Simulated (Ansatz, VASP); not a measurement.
## Cross-check of Si7Ge (amorphous Si0.875Ge0.125) between VASP and Ansatz

One calculation is typed for both programs; each brings its own data sets. How far apart do they land? The structure shown is the start of the Ansatz relaxation below; VASP solves that cell, so the two are compared at the walk's first step.

Method: plane waves, with VASP 6.6.1 beside it; single point at PBE, in Ansatz 0.2.0.

**1. The starting structure**

The cell holds 72 atoms: 63 Si and 9 Ge. Its edges and angles: a = 11.442 Å, b = 11.442 Å, c = 11.442 Å, α = 90.0°, β = 90.0°, γ = 90.0°. As first built, before any earlier steps moved the atoms (in the runner's words): 72 atoms (63 Si, 9 Ge) placed at random at 2.69 g/cm^3, melted at 3500 K for 10 ps at fixed volume with the Tersoff potential (Tersoff, Phys. Rev. B 39, 5566 (1989)). Quenched from 3500 K to 300 K at 20 K/ps and fixed volume, annealed at 800 K for 20 ps, held 5 ps, then minimised at fixed cell.

**2. Ansatz: relaxation, PBE**

Ansatz runs on its default PAW (the set named soft_2) files.

The two programs are compared at the cell with which this relaxation starts, whose forces are those of its first step.

Contents of input.yaml:

```yaml
crystal:
  lattice:
    - [11.442, 0.0, 0.0]
    - [0.0, 11.442, 0.0]
    - [0.0, 0.0, 11.442]
  atoms:
    - { symbol: Si, position: [0.05617, 0.82283, 0.60832] }
    - { symbol: Si, position: [0.18514, 0.27998, 0.22557] }
    - { symbol: Si, position: [0.91171, 0.43224, 0.35325] }
    - { symbol: Si, position: [0.2957, 0.2842, 0.03686] }
    - { symbol: Si, position: [0.67488, 0.84048, 0.61253] }
    - { symbol: Si, position: [0.09173, 0.14432, 0.47146] }
    - { symbol: Si, position: [0.56964, 0.91367, 0.11005] }
    - { symbol: Si, position: [0.32967, 0.08337, 0.13291] }
    - { symbol: Si, position: [0.12496, 0.39544, 0.94734] }
    - { symbol: Si, position: [0.36313, 0.22462, 0.84412] }
    - { symbol: Si, position: [0.31387, 0.37399, 0.3611] }
    - { symbol: Si, position: [0.99893, 0.99038, 0.20158] }
    - { symbol: Si, position: [0.264, 0.92325, 0.01272] }
    - { symbol: Si, position: [0.25402, 0.82887, 0.55772] }
    - { symbol: Si, position: [0.99049, 0.33567, 0.1957] }
    - { symbol: Si, position: [0.41574, 0.78008, 0.05476] }
    - { symbol: Si, position: [0.83223, 0.18055, 0.96055] }
    - { symbol: Si, position: [0.27092, 0.02932, 0.83566] }
    - { symbol: Si, position: [0.56267, 0.16392, 0.83225] }
    - { symbol: Si, position: [0.65377, 0.52262, 0.51391] }
    - { symbol: Si, position: [0.69506, 0.60048, 0.18746] }
    - { symbol: Si, position: [0.02012, 0.70254, 0.77718] }
    - { symbol: Si, position: [0.85142, 0.9006, 0.3205] }
    - { symbol: Si, position: [0.78298, 0.67256, 0.5709] }
    - { symbol: Si, position: [0.93668, 0.28449, 0.49492] }
    - { symbol: Si, position: [0.88656, 0.16169, 0.15391] }
    - { symbol: Si, position: [0.37576, 0.93996, 0.68422] }
    - { symbol: Si, position: [0.53659, 0.83488, 0.76828] }
    - { symbol: Si, position: [0.40097, 0.56037, 0.28919] }
    - { symbol: Si, position: [0.36403, 0.56972, 0.76098] }
    - { symbol: Si, position: [0.27792, 0.89582, 0.36049] }
    - { symbol: Si, position: [0.93248, 0.75552, 0.45558] }
    - { symbol: Si, position: [0.19012, 0.5137, 0.47785] }
    - { symbol: Si, position: [0.66425, 0.39224, 0.67981] }
    - { symbol: Si, position: [0.00496, 0.50386, 0.07514] }
    - { symbol: Si, position: [0.52815, 0.08569, 0.22958] }
    - { symbol: Si, position: [0.7395, 0.09139, 0.28986] }
    - { symbol: Si, position: [0.50527, 0.5758, 0.10156] }
    - { symbol: Si, position: [0.98526, 0.2667, 0.85458] }
    - { symbol: Si, position: [0.09439, 0.11588, 0.76555] }
    - { symbol: Si, position: [0.16507, 0.55278, 0.81483] }
    - { symbol: Si, position: [0.50845, 0.65682, 0.88242] }
    - { symbol: Si, position: [0.03321, 0.60022, 0.36729] }
    - { symbol: Si, position: [0.07556, 0.84855, 0.07534] }
    - { symbol: Si, position: [0.49401, 0.63504, 0.45477] }
    - { symbol: Si, position: [0.09578, 0.66332, 0.17739] }
    - { symbol: Si, position: [0.58064, 0.81874, 0.4276] }
    - { symbol: Si, position: [0.45951, 0.38961, 0.74789] }
    - { symbol: Si, position: [0.11337, 0.43435, 0.65437] }
    - { symbol: Si, position: [0.81462, 0.98436, 0.87934] }
    - { symbol: Si, position: [0.68385, 0.79985, 0.24805] }
    - { symbol: Si, position: [0.32801, 0.63951, 0.57031] }
    - { symbol: Si, position: [0.46227, 0.97812, 0.39204] }
    - { symbol: Si, position: [0.21989, 0.26505, 0.69339] }
    - { symbol: Si, position: [0.48878, 0.3698, 0.07127] }
    - { symbol: Si, position: [0.16966, 0.06789, 0.28696] }
    - { symbol: Si, position: [0.69216, 0.52412, 0.86235] }
    - { symbol: Si, position: [0.99843, 0.01853, 0.61462] }
    - { symbol: Si, position: [0.69758, 0.4292, 0.33534] }
    - { symbol: Si, position: [0.44787, 0.09319, 0.55848] }
    - { symbol: Si, position: [0.29013, 0.22018, 0.50909] }
    - { symbol: Si, position: [0.8574, 0.58006, 0.73462] }
    - { symbol: Si, position: [0.74222, 0.23432, 0.43729] }
    - { symbol: Ge, position: [0.65716, 0.31676, 0.94444] }
    - { symbol: Ge, position: [0.90412, 0.37487, 0.68702] }
    - { symbol: Ge, position: [0.92353, 0.80288, 0.93871] }
    - { symbol: Ge, position: [0.61032, 0.97141, 0.90926] }
    - { symbol: Ge, position: [0.78991, 0.0117, 0.66718] }
    - { symbol: Ge, position: [0.51547, 0.3078, 0.27008] }
    - { symbol: Ge, position: [0.29033, 0.72857, 0.22574] }
    - { symbol: Ge, position: [0.82531, 0.60709, 0.01658] }
    - { symbol: Ge, position: [0.63925, 0.17568, 0.62411] }
kpoints:
  mp_grid: { grid: [1, 1, 1] }
hamiltonian:
  xc: pbe
scf:
  occupations: { method: fermi_dirac, width: 0.025 }
output:
  forces: true
relax:
  f_tol: 0.04
  max_steps: 250
  cell: {}
```

On the command line:

```
$ ansatz run input.yaml --threads 4 --pin off --max-ram 8192MiB --backend cpu --events-out ev --progress --plain --runs-dir out
```

Numbers of over 12 decimals in the logs are rounded to 6 here.

Output:

```text
Engine: ansatz 0.2.0, aarch64-unknown-linux-gnu
Pseudopotentials: kind: paw
Pseudopotential: Si, paw, valence charge 4, recommended cutoff 420 eV (normal), Si.paw.azcp
Pseudopotential: Ge, paw, valence charge 14, recommended cutoff 420 eV (normal), Ge.paw.azcp
Functional definition: PBE
  parameter kappa = 0.804
  parameter beta = 0.066725
  exchange = pbe_x(kappa = kappa, mu = beta*pi^2/3)
  correlation = pbe_c(beta = beta)
Crystal: 72 atoms, lattice volume = 1497.979 Å³
Basis set: ecut = 420 eV, 29279 PW (Γ), exchange–correlation on 160×160×160 points (8 copies of the dense FFT grid, shifted against one another)
Bands: 261, of which v1, the nominal top of the filled ones, is band 189 counted from 1 (188 counted from 0)
Symmetry: 1 space group operations
Space group: P1 (ITA 1), of the structure as read, at distance tolerance 1.1e-4 Å
k-points: 1
Non-local potential: Si, projectors of the file, l = 0: 2, l = 1: 2, l = 2: 2
Non-local potential: Ge, projectors of the file, l = 0: 2, l = 1: 2, l = 2: 3, l = 3: 1
PAW form: soft (Blöchl's): semilocal exchange-correlation on the pseudo side does not see the compensation charge
PAW one-centre angular grid: Si, 110 points (default); XC on 64 Gauss nodes
PAW one-centre angular grid: Ge, 590 points (default); XC on 64 Gauss nodes
Initial density: superposition of atomic densities (neutral atoms: chi_scale 0, normalization atom), corrected by the library's trained network
Initial wavefunctions: pseudopotential atomic-orbital guess
Functional: x = pbe(κ = 0.804, μ = 0.219515), c = pbe(β = 0.066725)
SCF iter   1: F=—  HF=-78691.230184 eV  |F-HF|=—  |Δ(HF+E_count)|=         —  Δρ=3.88e-3  dr2=6.83e-1  ethr=1.77e-3  ⟨swp⟩=6.0  Hψ=1130  notcnv=0  defer=26
preconditioner: auto → Resta (q_TF=auto, 2.169 Å⁻¹)  ε∞=5.7  [insulator: Δε(μ)=0.056 eV  Ē_g=7.497 eV  σ=0.025 eV  W_gap=0.50  n_scr=250 (ndim 8)  ℏωp=16.3 eV  f_vac=0.003  D(μ)=30.25/eV (n_scr^D=178)  ε∞_Penn≈5.7]
SCF iter   2: F=—  HF=-78691.141235 eV  |F-HF|=—  |Δ(HF+E_count)|=   8.89e-2  Δρ=2.05e-3  dr2=1.23e-1  ethr=1.81e-4  ⟨swp⟩=2.0  Hψ=302  notcnv=0  defer=57
preconditioner: auto → Kerker (q_TF=auto, 2.169 Å⁻¹)  [metal: Δε(μ)=0.049 eV  Ē_g=7.494 eV  σ=0.025 eV  W_gap=0.45  n_scr=250 (ndim 8)  ℏωp=16.3 eV  f_vac=0.003  D(μ)=32.47/eV (n_scr^D=202)]
SCF iter   3: F=—  HF=-78691.126674 eV  |F-HF|=—  |Δ(HF+E_count)|=   1.46e-2  Δρ=5.81e-4  dr2=1.25e-2  ethr=3.25e-5  ⟨swp⟩=3.0  Hψ=403  notcnv=0  defer=57
SCF iter   4: F=—  HF=-78691.128178 eV  |F-HF|=—  |Δ(HF+E_count)|=   1.50e-3  Δρ=3.62e-4  dr2=2.87e-3  ethr=3.31e-6  ⟨swp⟩=2.0  Hψ=394  notcnv=0  defer=57
SCF iter   5: F=—  HF=-78691.126924 eV  |F-HF|=—  |Δ(HF+E_count)|=   1.25e-3  Δρ=1.17e-4  dr2=6.92e-4  ethr=7.60e-7  ⟨swp⟩=2.0  Hψ=393  notcnv=0  defer=57
SCF iter   6: F=—  HF=-78691.127185 eV  |F-HF|=—  |Δ(HF+E_count)|=   2.61e-4  Δρ=5.37e-5  dr2=1.41e-4  ethr=1.83e-7  ⟨swp⟩=2.0  Hψ=389  notcnv=0  defer=57
SCF iter   7: F=—  HF=-78691.127258 eV  |F-HF|=—  |Δ(HF+E_count)|=   7.28e-5  Δρ=1.58e-5  dr2=1.57e-5  ethr=3.73e-8  ⟨swp⟩=2.0  Hψ=389  notcnv=0  defer=57
SCF iter   8: F=—  HF=-78691.127340 eV  |F-HF|=—  |Δ(HF+E_count)|=   8.19e-5  Δρ=1.06e-5  dr2=3.02e-6  ethr=4.15e-9  ⟨swp⟩=2.0  Hψ=451  notcnv=0  defer=57
SCF iter   9: F=—  HF=-78691.127339 eV  |F-HF|=—  |Δ(HF+E_count)|=   8.20e-7  Δρ=4.26e-6  dr2=9.02e-7  ethr=8.00e-10  ⟨swp⟩=2.0  Hψ=394  notcnv=0  defer=57
SCF iter  10: F=—  HF=-78691.127339 eV  |F-HF|=—  |Δ(HF+E_count)|=   1.90e-7  Δρ=1.41e-6  dr2=1.24e-7  ethr=2.39e-10  ⟨swp⟩=2.0  Hψ=394  notcnv=0  defer=57
SCF iter  11: F=-78691.127339 eV  HF=-78691.127339 eV  |F-HF|=4.47e-9  |Δ(HF+E_count)|=   4.08e-8  Δρ=5.15e-7  dr2=1.70e-8  ethr=2.65e-11  ⟨swp⟩=4.0  Hψ=628  notcnv=0
SCF 1 converged in 11 iterations: F = -78691.127339 eV  dr2 = 1.70e-8
  greatest PAW one-centre occupation: 0.998 electrons in one spin orbital (limit 2), on the Ge atom at site 69 (counted from 0), in its partial waves of l = 2
relax step   1: F+E_penalty+E_count = -78691.12733939 eV  Δ(F+E_penalty+E_count) = +0.000e0 eV  max|allowed force component| = 9.100e-1 eV/Å  Δτ_max = 0.0000 Å  P = -0.577 GPa  Ω = 1497.979 Å³  (11 SCF iters, dr2 threshold 1.00e-7 eV, accepted)
Crystal: 72 atoms, lattice volume = 1494.253 Å³
Basis set: ecut = 420 eV, 29219 PW (Γ), exchange–correlation on 160×160×160 points (8 copies of the dense FFT grid, shifted against one another)
Initial density: handed on by an earlier stage of this run
Initial wavefunctions: those handed on with the density
iter 1 solved again at ethr=2.18e-4 eV; its pass at ethr=3.10e-3 eV (dr2=8.26e-1 eV) is discarded
SCF iter   1: F=—  HF=-78692.795439 eV  |F-HF|=—  |Δ(HF+E_count)|=         —  Δρ=7.17e-3  dr2=8.49e-1  ethr=2.18e-4  ⟨swp⟩=8.0  Hψ=1319  notcnv=0  defer=1
[...]
atom  32  Si     0.00062672    -0.00155035    -0.00011757
  atom  33  Si     0.00015210    -0.00102088     0.00011647
  atom  34  Si     0.00081959     0.00230236    -0.00416226
  atom  35  Si     0.00020123    -0.00095397    -0.00026242
  atom  36  Si     0.00479208    -0.00424148     0.00285401
  atom  37  Si    -0.00188781     0.00064922    -0.00159210
  atom  38  Si    -0.00024973    -0.00329537     0.00099238
  atom  39  Si    -0.00109408    -0.00183226     0.00109460
  atom  40  Si    -0.00052277    -0.00119557     0.00045810
  atom  41  Si     0.00007278    -0.00015412    -0.00082344
  atom  42  Si     0.00075952     0.00092699    -0.00004040
  atom  43  Si    -0.00027218    -0.00006082    -0.00050946
  atom  44  Si     0.00028985    -0.00031820    -0.00169948
  atom  45  Si     0.00090781     0.00083398     0.00089116
  atom  46  Si     0.00157806    -0.00140849     0.00148705
  atom  47  Si    -0.00205784    -0.00099462    -0.00008216
  atom  48  Si    -0.00187941     0.00011727    -0.00285949
  atom  49  Si    -0.00234681     0.00114085    -0.00005008
  atom  50  Si     0.00103646    -0.00116108    -0.00162999
  atom  51  Si    -0.00068362     0.00252283     0.00000598
  atom  52  Si     0.00167774     0.00041270    -0.00019800
  atom  53  Si    -0.00064835     0.00244297    -0.00340021
  atom  54  Si     0.00230762     0.00050761     0.00095611
  atom  55  Si     0.00078864    -0.00014871    -0.00359615
[...]
atom  65  Ge     0.00061076     0.00082624     0.00080545
  atom  66  Ge     0.00166705     0.00037201    -0.00089057
  atom  67  Ge     0.00053768     0.00018532     0.00436041
  atom  68  Ge     0.00186665    -0.00165989     0.00065420
  atom  69  Ge    -0.00461811    -0.00056410    -0.00003702
  atom  70  Ge     0.00018386    -0.00041430     0.00091713
  atom  71  Ge     0.00259872     0.00088073     0.00152991
  atom  72  Ge    -0.00352499     0.00309580     0.00418660
  max |Σ_I F_I| component: 2.88e-6 eV/Å
--- Stress (GPa, compression-positive) ---
        0.012557      -0.005676      -0.007598
       -0.005676      -0.004412       0.009446
       -0.007598       0.009446       0.018868
  P = ⅓ Tr σ = 0.0090 GPa (0.090 kbar)
--- Relaxed structure (31 steps of the walk, 28 accepted, 1 SCFs on fresh bases) ---
  F+E_penalty+E_count = -78695.44547774 eV   max|allowed force component| = 8.836e-3 eV/Å   (the final SCF, on the basis selected at the relaxed cell)
  cell:  # Å, volume = 1496.5393 Å³
    - [11.665671, -0.091127, -0.127862]
    - [-0.091127, 10.847531, 0.212330]
    - [-0.127862, 0.212330, 11.832557]
  atoms:
    - { symbol: Si, position: [0.053851, 0.819463, 0.608774] }
    - { symbol: Si, position: [0.169985, 0.269122, 0.227650] }
    - { symbol: Si, position: [0.911240, 0.441366, 0.350727] }
    - { symbol: Si, position: [0.273265, 0.321079, 0.052646] }
    - { symbol: Si, position: [0.679026, 0.837666, 0.601512] }
    - { symbol: Si, position: [0.094816, 0.140366, 0.470026] }
    - { symbol: Si, position: [0.583061, 0.905289, 0.112167] }
    - { symbol: Si, position: [0.313149, 0.106883, 0.149872] }
    - { symbol: Si, position: [0.121952, 0.415379, 0.942458] }
    - { symbol: Si, position: [0.385670, 0.213408, 0.919281] }
    - { symbol: Si, position: [0.269015, 0.374517, 0.373466] }
    - { symbol: Si, position: [0.990016, 0.976497, 0.191069] }
    - { symbol: Si, position: [0.258606, 0.937761, 0.024212] }
    - { symbol: Si, position: [0.252298, 0.830871, 0.563054] }
    - { symbol: Si, position: [0.975425, 0.333875, 0.196933] }
    - { symbol: Si, position: [0.405266, 0.799131, 0.095793] }
    - { symbol: Si, position: [0.849288, 0.182841, 0.947842] }
    - { symbol: Si, position: [0.288086, 0.038268, 0.844400] }
    - { symbol: Si, position: [0.564502, 0.158992, 0.999303] }
    - { symbol: Si, position: [0.639299, 0.506982, 0.507230] }
    - { symbol: Si, position: [0.683745, 0.585801, 0.158455] }
    - { symbol: Si, position: [0.013240, 0.695921, 0.774883] }
    - { symbol: Si, position: [0.851481, 0.895978, 0.314526] }
    - { symbol: Si, position: [0.777498, 0.655562, 0.568502] }
[...]
- { symbol: Si, position: [0.142817, 0.048445, 0.297601] }
    - { symbol: Si, position: [0.694559, 0.493493, 0.828343] }
    - { symbol: Si, position: [1.009209, 0.025424, 0.624008] }
    - { symbol: Si, position: [0.704372, 0.433315, 0.332923] }
    - { symbol: Si, position: [0.455585, 0.083139, 0.542960] }
    - { symbol: Si, position: [0.290141, 0.210296, 0.505480] }
    - { symbol: Si, position: [0.860543, 0.554995, 0.724097] }
    - { symbol: Si, position: [0.755355, 0.227241, 0.426580] }
    - { symbol: Ge, position: [0.706452, 0.332863, 1.006938] }
    - { symbol: Ge, position: [0.938268, 0.360561, 0.681481] }
    - { symbol: Ge, position: [0.926078, 0.806183, 0.923614] }
    - { symbol: Ge, position: [0.619530, 0.966371, 0.915908] }
    - { symbol: Ge, position: [0.797916, 0.018440, 0.659821] }
    - { symbol: Ge, position: [0.526759, 0.308780, 0.270229] }
    - { symbol: Ge, position: [0.285599, 0.714737, 0.245404] }
    - { symbol: Ge, position: [0.823716, 0.605983, -0.00131129] }
    - { symbol: Ge, position: [0.644790, 0.175642, 0.593456] }
```

(Continued in part 2 of 2.)

[Lines on the potential files, build, host, timing and source positions are cut from VASP's logs without a mark.]

[Logs are printed without paths, hosts, clocks, repeated set-up lines and the standing remarks that a program may print on its own settings, such as how far it seeks lower states.]

[Hosts, paths, dates, database ids (printed as entryN), source tags and the programs' standing remarks are cut or masked in the printed files.]
